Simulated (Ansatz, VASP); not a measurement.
**One calculation of Na2BrCl, two programs**

```xyz
4
Lattice="1.9889 1.1483 6.3034 -1.9889 1.1483 6.3034 0.0000 -2.2965 6.3034" Properties=species:S:1:pos:R:3 pbc="T T T"
Na    0.0000    0.0000    4.8128
Na    0.0000    0.0000   14.0974
Br    0.0000    0.0000    9.4551
Cl    0.0000    0.0000    0.0000
```

Change from the starting cell: strain -0.0300 x Voigt [0, 0, 1, 0, 0, 0], atoms carried along.

Alike in both runs: task single point; functional LDA; k mesh 9 × 9 × 9; occupations gaussian, width 0.05 eV; no spin polarisation.

```csv
,VASP,Ansatz
version,VASP 6.6.1,Ansatz 0.2.0
potentials or method,"VASP PAW LDA potentials, release 64 (Na_pv, Br, Cl)","scalar-relativistic, plane waves, PAW"
plane-wave cutoff (eV),520,420
valence electrons in the cell,28,32
```

Ansatz gave:

* gap on the k mesh at the Fermi level (eV): 4.35
* least direct gap on the mesh (eV): 4.35
* pressure (GPa): 0.9
* largest component of the traceless stress (GPa): 0.44
* rms of the force components (eV/Å): 0.006

Q: Estimate VASP's values.

A: gap on the k mesh at the Fermi level (eV): 4.36; least direct gap on the mesh (eV): 4.36; pressure (GPa): 1.0; largest component of the traceless stress (GPa): 0.44; rms of the force components (eV/Å): 0.006.

Atom by atom the forces differ by 0.000 eV/Å (rms over components). The two sets of potentials don't hold the same shells in valence.

Caveats: an odd mesh through Γ misses points on the zone boundary, where band edges often lie.
